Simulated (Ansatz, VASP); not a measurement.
# TmSb: VASP beside Ansatz

Wanted: the spread between two codes on one cell, functional and k mesh. The cell is taken from a series of VASP runs on this material, whose earlier steps may have relaxed, scaled or displaced it; both programs get it as it stands.

Main program and level: Ansatz 0.2.0; plane waves, with VASP 6.6.1 beside it; relaxation of cell and atoms at LDA, DFT+U.

In doubt: a part-filled 4f shell, where there is one, can sit in one of many states, so energies may not be the lowest and differences between runs may mislead; derivatives with an open 4f shell can jump between states, which bears on forces and vibrations.

## Step 1: Starting point

It takes space group Fm-3m (No. 225, cubic). The conventional cell has a = 6.151 Å, b = 6.151 Å, c = 6.151 Å, α = 90.00°, β = 90.00°, γ = 90.00°. Tm has 6 Sb at 3.08 Å nearest. Sb has 6 Tm at 3.08 Å nearest. Farther neighbours are not listed. That group holds within 0.01 Å; judged at 0.001 Å it is R-3m (No. 166).

Structure file:

```xyz
4
Lattice="0.0000 3.0740 3.0740 3.0740 0.0000 3.0740 6.1534 6.1534 -0.0054" Properties=species:S:1:pos:R:3 pbc="T T T"
Tm    3.0754    3.0754    3.0726
Tm    6.1521    6.1521    3.0699
Sb    0.0000    0.0000    0.0000
Sb    3.0767    3.0767   -0.0027
```

## Step 2: VASP: relaxation of cell and atoms, LDA, DFT+U

The relaxed volume is the usual yardstick between codes: its relative difference is about their pressure difference at one cell divided by the bulk modulus.

Lines of VASP's logs that name or quote its potential files are left out, and so is its time.

INCAR

```
SYSTEM = TmSb
PREC = Accurate
ENCUT = 450
EDIFF = 1E-06
NELM = 150
ISMEAR = 0
SIGMA = 0.05
LREAL = .FALSE.
ALGO = Normal
GGA = CA
NBANDS = 36
ISPIN = 2
MAGMOM = 1.11 -1.11 0 0
LDAU = .TRUE.
LDAUTYPE = 2
LDAUL = 3 -1
LDAUU = 7 0
LDAUJ = 0 0
LDAUPRINT = 1
LASPH = .TRUE.
LMAXMIX = 6
AMIX = 0.2
BMIX = 1E-04
AMIX_MAG = 0.8
BMIX_MAG = 1E-04
LORBIT = 11
LWAVE = .FALSE.
LCHARG = .FALSE.
KPAR = 4
IBRION = 2
NSW = 60
ISIF = 3
EDIFFG = -0.01
```

POSCAR

```
TmSb
1.0
    0.0000000000      3.0740011561      3.0740011561
    3.0740011561      0.0000000000      3.0740011561
    6.1534212360      6.1534212360     -0.0054189237
Tm Sb
2 2
Direct
    0.5000000000      0.5000000000      0.2500000000
    0.5000000000      0.5000000000      0.7500000000
    0.0000000000      0.0000000000      0.0000000000
    0.0000000000      0.0000000000      0.5000000000
```

KPOINTS

```
Automatic mesh
0
Gamma
8 8 8
0 0 0
```

The projector-augmented-wave data sets are Tm and Sb (PBE family, release 64).

On the command line:

```
$ mpirun -np 4 vasp_std
```

Numbers of over 12 decimals in the logs are rounded to 6 here.

The log of the run:

```text
[banner, memory and clock lines left out]
running    4 mpi-ranks, on    1 nodes
 distrk:  each k-point on    1 cores,    4 groups
 distr:  one band on    1 cores,    1 groups

 POSCAR found type information on POSCAR TmSb
 POSCAR found :  2 types and       4 ions
|                                                                             |
|               ----> ADVICE to this user running VASP <----                  |
|                                                                             |
|     You enforced a specific xc type in the INCAR file but a different       |
|     [... a line on the potential file left out ...]
|     I HOPE YOU KNOW WHAT YOU ARE DOING!                                     |
|                                                                             |

 LDA part: xc-table for (Slater(with rela. corr.)+CA(PZ))
 , standard interpolation
 POSCAR, INCAR and KPOINTS ok, starting setup
 FFT: planning ... GRIDC
 FFT: planning ... GRID_SOFT
 FFT: planning ... GRID
 WAVECAR not read
 entering main loop
       N       E                     dE             d eps       ncg     rms          rms(c)
DAV:   1     0.443359333920E+03    0.44336E+03   -0.17173E+04 13388   0.801E+03
DAV:   2     0.988447173920E+02   -0.34451E+03   -0.32676E+03 13004   0.955E+02
DAV:   3     0.310729107667E+01   -0.95737E+02   -0.94273E+02 11836   0.242E+02
DAV:   4    -0.115531573674E+02   -0.14660E+02   -0.14498E+02 16892   0.108E+02
DAV:   5    -0.155138504239E+02   -0.39607E+01   -0.39453E+01 18464   0.452E+01    0.592E+01
DAV:   6    -0.246717382894E+02   -0.91579E+01   -0.14758E+02 12992   0.299E+02    0.702E+01
DAV:   7    -0.142076053588E+02    0.10464E+02   -0.20471E+01 13524   0.176E+02    0.320E+01
DAV:   8    -0.168961591199E+02   -0.26886E+01   -0.14745E+01 18576   0.128E+02    0.285E+01
DAV:   9    -0.179818355382E+02   -0.10857E+01   -0.22341E+00 16864   0.940E+01    0.219E+01
DAV:  10    -0.176255481608E+02    0.35629E+00   -0.43338E+00 17168   0.650E+01    0.149E+01
DAV:  11    -0.192545461704E+02   -0.16290E+01   -0.11338E+01 18512   0.516E+01    0.107E+01
DAV:  12    -0.191370589696E+02    0.11749E+00   -0.84845E-01 16576   0.567E+01    0.614E+00
DAV:  13    -0.191304857320E+02    0.65732E-02   -0.35918E-01 18584   0.511E+01    0.558E+00
DAV:  14    -0.191360094514E+02   -0.55237E-02   -0.14406E-01 18432   0.103E+01    0.651E+00
[...]
DAV:  34    -0.194161061831E+02   -0.14057E-02   -0.17196E-03 17728   0.307E+00    0.176E+00
DAV:  35    -0.194164868508E+02   -0.38067E-03   -0.66892E-04 16648   0.157E+00    0.185E+00
DAV:  36    -0.194156017300E+02    0.88512E-03   -0.47871E-04 14916   0.173E+00    0.168E+00
DAV:  37    -0.194156198734E+02   -0.18143E-04   -0.19613E-04 18464   0.195E-01    0.169E+00
DAV:  38    -0.194156685076E+02   -0.48634E-04   -0.29426E-05 14588   0.118E-01    0.171E+00
DAV:  39    -0.194154222455E+02    0.24626E-03   -0.27896E-04 16040   0.112E+00    0.181E+00
DAV:  40    -0.194165202122E+02   -0.10980E-02   -0.78278E-04 13496   0.236E+00    0.203E+00
DAV:  41    -0.194164362313E+02    0.83981E-04   -0.44608E-03 15144   0.343E+00    0.194E+00
[...]
DAV:  21    -0.194213881249E+02   -0.75309E-06   -0.23641E-05 13704   0.188E-01    0.589E-01
DAV:  22    -0.194213794281E+02    0.86968E-05   -0.18111E-05 13428   0.205E-01    0.625E-01
DAV:  23    -0.194213811406E+02   -0.17125E-05   -0.12192E-05 14292   0.206E-02    0.629E-01
DAV:  24    -0.194213841996E+02   -0.30590E-05   -0.11589E-06  8152   0.554E-02    0.660E-01
DAV:  25    -0.194213826552E+02    0.15444E-05   -0.52282E-06 11964   0.108E-01    0.700E-01
DAV:  26    -0.194213831217E+02   -0.46646E-06   -0.24209E-05 15976   0.270E-01    0.825E-01
DAV:  27    -0.194213870965E+02   -0.39748E-05   -0.12583E-05 12776   0.141E-01    0.939E-01
DAV:  28    -0.194213866578E+02    0.43870E-06   -0.26180E-06  8832   0.630E-02
   3 F= -.19421387E+02 E0= -.19418880E+02  d E =0.132665E-02  mag=     0.0000
[...]
4 F= -.19422017E+02 E0= -.19419501E+02  d E =0.695925E-03  mag=    -0.0000
[...]
5 F= -.19422719E+02 E0= -.19420176E+02  d E =-.590903E-05  mag=    -0.0000
[...]
6 F= -.19422860E+02 E0= -.19420302E+02  d E =-.146931E-03  mag=    -0.0000
[...]
7 F= -.19422905E+02 E0= -.19420331E+02  d E =-.191385E-03  mag=    -0.0000
[...]
8 F= -.19422900E+02 E0= -.19420328E+02  d E =-.186952E-03  mag=     0.0000
 curvature:  -0.00 expect dE=-0.165E-06 dE for cont linesearch -0.162E-06
 ZBRENT: interpolating
 opt :   1.0762  next Energy=   -19.422907 (dE=-0.194E-03)
 bond charge predicted
       N       E                     dE             d eps       ncg     rms          rms(c)
DAV:   1    -0.194229563262E+02   -0.56406E-04   -0.32985E-04 17200   0.849E-01    0.269E-01
DAV:   2    -0.194229259242E+02    0.30402E-04   -0.78405E-04 12756   0.141E+00    0.978E-02
DAV:   3    -0.194229066551E+02    0.19269E-04   -0.17419E-04 12916   0.783E-01    0.706E-02
DAV:   4    -0.194229046557E+02    0.19994E-05   -0.76896E-06 14396   0.105E-01    0.664E-02
DAV:   5    -0.194229020799E+02    0.25758E-05   -0.35266E-06 11416   0.655E-02    0.384E-02
DAV:   6    -0.194229015745E+02    0.50545E-06   -0.74076E-06 12404   0.102E-01
   9 F= -.19422902E+02 E0= -.19420332E+02  d E =-.188268E-03  mag=     0.0000
 curvature:  -0.02 expect dE=-0.200E-05 dE for cont linesearch -0.279E-06
 trial: gam= 0.07961 g(F)=  0.142E-55 g(S)=  0.996E-04 ort = 0.708E-04 (trialstep = 0.102E+01)
 search vector abs. value=  0.113E-03
 reached required accuracy - stopping structural energy minimisation
```

Parts of OUTCAR (step 2):

```text
ion  position               nearest neighbor table
   1  0.500  0.500  0.250-   3 3.08   4 3.08   4 3.08   3 3.08   4 3.08   3 3.08
   2  0.500  0.500  0.750-   4 3.08   3 3.08   4 3.08   3 3.08   4 3.08   3 3.08
   3  0.000  0.000  0.000-   2 3.08   1 3.08   2 3.08   1 3.08   2 3.08   1 3.08
   4  0.000  0.000  0.500-   1 3.08   2 3.08   2 3.08   1 3.08   2 3.08   1 3.08

  LATTYP: Found a trigonal (rhomboedric) cell.
 ALAT       =     7.5385840158
 COS(alpha) =     0.8337244112

 Subroutine GETGRP returns: Found 12 space group operations
 (whereof 12 operations were pure point group operations)

The static configuration has the point symmetry D_3d.

 Found     65 irreducible k-points:

   k-points           NKPTS =     65   k-points in BZ     NKDIM =     65   number of bands    NBANDS=     36

   dimension x,y,z NGX =    30 NGY =   30 NGZ =   60
   dimension x,y,z NGXF=    60 NGYF=   60 NGZF=  120

   ENCUT  =  450.0 eV  33.07 Ry    5.75 a.u.   7.52  7.52 15.05*2*pi/ulx,y,z

   NELECT =      56.0000    total number of electrons

 k-points in reciprocal lattice and weights: Automatic mesh
   0.00000000  0.00000000  0.00000000       0.002
   0.12500000  0.00000000  0.00000000       0.012
   0.25000000  0.00000000  0.00000000       0.012
   0.37500000  0.00000000 -0.00000000       0.012
   0.50000000  0.00000000  0.00000000       0.006
   0.12500000  0.12500000 -0.00000000       0.012
   0.25000000  0.12500000  0.00000000       0.023
   0.37500000  0.12500000 -0.00000000       0.023
   0.50000000  0.12500000 -0.00000000       0.023
[...]
0.00000000  0.00000000  0.50000000       0.002
   0.50000000  0.00000000  0.50000000       0.006

atom =   1  type =  1  l = 3

 onsite density matrix

spin component  1

  0.9871 -0.0002 -0.0015  0.0019  0.0012 -0.0002 -0.0010
 -0.0002  0.9907 -0.0002 -0.0003 -0.0002 -0.0000  0.0002
 -0.0015 -0.0002  0.9879  0.0010  0.0011 -0.0003 -0.0012
  0.0019 -0.0003  0.0010  0.9860  0.0010 -0.0000 -0.0019
  0.0012 -0.0002  0.0011  0.0010  0.9879  0.0003  0.0015
 -0.0002 -0.0000 -0.0003 -0.0000  0.0003  0.9890 -0.0002
 -0.0010  0.0002 -0.0012 -0.0019  0.0015 -0.0002  0.9871

spin component  2

  0.7623  0.0516 -0.1672 -0.2383 -0.1457 -0.0057  0.2034
  0.0516  0.9745  0.0400  0.0653  0.0400  0.0000 -0.0516
[...]
o =  0.9842  v =  0.3536  0.0000 -0.4564  0.0000  0.4564  0.5774  0.3536  0.0000  0.0000  0.0000  0.0000  0.0000  0.0000  0.0000      0.0000  0.0000  0.0000  0.0000  0.0000  0.0000  0.0000  0.0000  0.0000  0.0000  0.0000  0.0000  0.0000  0.0000
  o =  0.9877  v = -0.0527 -0.9933 -0.0408 -0.0667 -0.0408  0.0000  0.0527  0.0000  0.0000  0.0000  0.0000  0.0000  0.0000  0.0000      0.0000  0.0000  0.0000  0.0000  0.0000  0.0000  0.0000  0.0000  0.0000  0.0000  0.0000  0.0000  0.0000  0.0000
  o =  0.9890  v =  0.0000  0.0000  0.0000  0.0000  0.0000  0.0000  0.0000 -0.3135 -0.0000  0.2700  0.0000 -0.2701  0.8109 -0.3135      0.0000  0.0000  0.0000  0.0000  0.0000  0.0000  0.0000  0.0000  0.0000  0.0000  0.0000  0.0000  0.0000  0.0000
  o =  0.9890  v =  0.0000  0.0000  0.0000  0.0000  0.0000  0.0000  0.0000 -0.3924  0.0000  0.5844 -0.0952  0.5843  0.0000  0.3924      0.0000  0.0000  0.0000  0.0000  0.0000  0.0000  0.0000  0.0000  0.0000  0.0000  0.0000  0.0000  0.0000  0.0000
  o =  0.9893  v =  0.0000  0.0000  0.0000  0.0000  0.0000  0.0000  0.0000  0.3536  0.0000 -0.4564  0.0000  0.4564  0.5774  0.3536      0.0000  0.0000  0.0000  0.0000  0.0000  0.0000  0.0000  0.0000  0.0000  0.0000  0.0000  0.0000  0.0000  0.0000
  o =  0.9900  v =  0.0000  0.0000  0.0000  0.0000  0.0000  0.0000  0.0000  0.3775  0.5620  0.2924  0.4776  0.2924 -0.0000 -0.3775      0.0000  0.0000  0.0000  0.0000  0.0000  0.0000  0.0000  0.0000  0.0000  0.0000  0.0000  0.0000  0.0000  0.0000
  o =  0.9910  v =  0.0000  0.0000  0.0000  0.0000  0.0000  0.0000  0.0000 -0.2565  0.8272 -0.1987 -0.3245 -0.1987  0.0000  0.2565      0.0000  0.0000  0.0000  0.0000  0.0000  0.0000  0.0000  0.0000  0.0000  0.0000  0.0000  0.0000  0.0000  0.0000

 average (electrostatic) potential at core
       1 -31.7432       2 -31.7432       3 -87.3242       4 -87.3242

 E-fermi :   3.4085

 spin component 1
 k-point     1 :       0.0000    0.0000    0.0000
  band No.  band energies     occupation
    ...
     22       2.7257      1.00000
     23       2.7992      1.00000
     24       2.7992      1.00000
     25       2.9702      1.00000
     26       2.9702      1.00000
     27       4.9708      0.00000
     28       5.1793      0.00000
     29       5.1793      0.00000
     30       6.3724      0.00000
     31       6.4297      0.00000
    ...

 k-point     2 :       0.1250    0.0000    0.0000
  band No.  band energies     occupation
    ...
     22       2.6006      1.00000
     23       2.7347      1.00000
     24       2.9222      1.00000
     25       2.9334      1.00000
     26       2.9949      1.00000
     27       3.9241      0.00000
     28       4.3964      0.00000
     29       4.5435      0.00000
     30       6.6606      0.00000
     31       6.6903      0.00000
    ...

 k-point     3 :       0.2500    0.0000    0.0000
  band No.  band energies     occupation
    ...
     23       2.5853      1.00000
     24       2.7523      1.00000
     25       2.9513      1.00000
     26       3.0993      1.00000
     27       3.2754      0.99992
     28       3.5623      0.00001
     29       3.6984      0.00000
     30       6.2167      0.00000
     31       6.8238      0.00000
     32       7.3105      0.00000
    ...

 k-point     4 :       0.3750    0.0000   -0.0000
  band No.  band energies     occupation
    ...
     24       2.7661      1.00000
     25       2.9082      1.00000
     26       2.9720      1.00000
     27       3.1461      1.00000
     28       3.1718      1.00000
     29       3.6107      0.00000
     30       5.1810      0.00000
     31       7.2711      0.00000
     32       7.7422      0.00000
     33       8.1957      0.00000
    ...

 k-point     5 :       0.5000    0.0000    0.0000
  band No.  band energies     occupation
    ...
     23       2.7602      1.00000
     24       2.7763      1.00000
     25       2.7968      1.00000
     26       2.9338      1.00000
     27       3.0366      1.00000
     28       3.7471      0.00000
     29       3.7589      0.00000
     30       4.4939      0.00000
     31       6.9836      0.00000
     32       7.8871      0.00000
    ...

 k-point     6 :       0.1250    0.1250   -0.0000
  band No.  band energies     occupation
    ...
     22       2.6998      1.00000
     23       2.7649      1.00000
     24       2.8464      1.00000
     25       2.9245      1.00000
     26       3.0255      1.00000
     27       3.5473      0.00004
     28       4.4894      0.00000
     29       4.5883      0.00000
     30       5.9857      0.00000
     31       7.3458      0.00000
    ...

  Total        0.0044359      0.0044359      0.0044359      0.0369667     -0.0369667     -0.0369667
  in kB        0.0612994      0.0612994      0.0612994      0.5108398     -0.5108398     -0.5108398
  external PRESSURE =       0.0612994 kB  Pullay stress =       0.0000000 kB

  energy-cutoff  :      450.00
  volume of cell :      115.94
      direct lattice vectors                 reciprocal lattice vectors
    -0.000000000  3.069171962  3.069171962    -0.162771437  0.163049342  0.162771437
     3.069171962 -0.000000000  3.069171962     0.163049342 -0.162771437  0.162771437
     6.148842048  6.148842048 -0.010498124     0.081246766  0.081246766 -0.081246766

 POSITION                                       TOTAL-FORCE (eV/Angst)
 -----------------------------------------------------------------------------------
      3.07180      3.07180      3.06655         0.000000      0.000000     -0.000000
      6.14622      6.14622      3.06130        -0.000000     -0.000000      0.000000
      0.00000      0.00000      0.00000         0.000000      0.000000     -0.000000
      3.07442      3.07442     -0.00525         0.000000      0.000000     -0.000000
 -----------------------------------------------------------------------------------
    total drift:                                0.000000      0.000000      0.000000

  FREE ENERGIE OF THE ION-ELECTRON SYSTEM (eV)
  ---------------------------------------------------
  free  energy   TOTEN  =       -19.4229015745 eV

  energy  without entropy=      -19.4177622014  energy(sigma->0) =      -19.42033189

 reached required accuracy - stopping structural energy minimisation

 total charge
# of ion       s       p       d       f       tot
--------------------------------------------------
    1        2.113   5.966   0.370  12.715  21.164
    2        2.113   5.966   0.370  12.715  21.164
    3        1.158   1.384   0.011   0.000   2.553
    4        1.158   1.384   0.011   0.000   2.553
--------------------------------------------------
tot          6.542  14.701   0.763  25.429  47.435

 magnetization (x)
# of ion       s       p       d       f       tot
--------------------------------------------------
    1        0.001  -0.012   0.006   1.107   1.102
    2       -0.001   0.012  -0.006  -1.107  -1.102
    3        0.000   0.000   0.000   0.000   0.000
    4        0.000   0.000   0.000   0.000   0.000
--------------------------------------------------
tot          0.000   0.000   0.000   0.000   0.000

[... 1 further part left out ...]
```

CONTCAR:

```
TmSb
   1.00000000000000
    -0.0000000000000083    3.0691719619345705    3.0691719619345870
     3.0691719619345705   -0.0000000000000083    3.0691719619345870
     6.1488420484411890    6.1488420484411890   -0.0104981244722213
  Tm              Sb
     2     2
Direct
     0.5000000000000000    0.5000000000000000    0.2500000000000000
     0.5000000000000000    0.5000000000000000    0.7500000000000000
     0.0000000000000000    0.0000000000000000    0.0000000000000000
     0.0000000000000000    0.0000000000000000    0.5000000000000000
```

The PAW data sets were made with PBE, a small mismatch for LDA.

(Continued in part 2 of 2.)

[Lines on the potential files, build, host, timing and source positions are cut from VASP's logs without a mark.]

[Logs are printed without paths, hosts, clocks, repeated set-up lines and the standing remarks that a program may print on its own settings, such as how far it seeks lower states.]

[Hosts, paths, dates, database ids (printed as entryN), source tags and the programs' standing remarks are cut or masked in the printed files.]
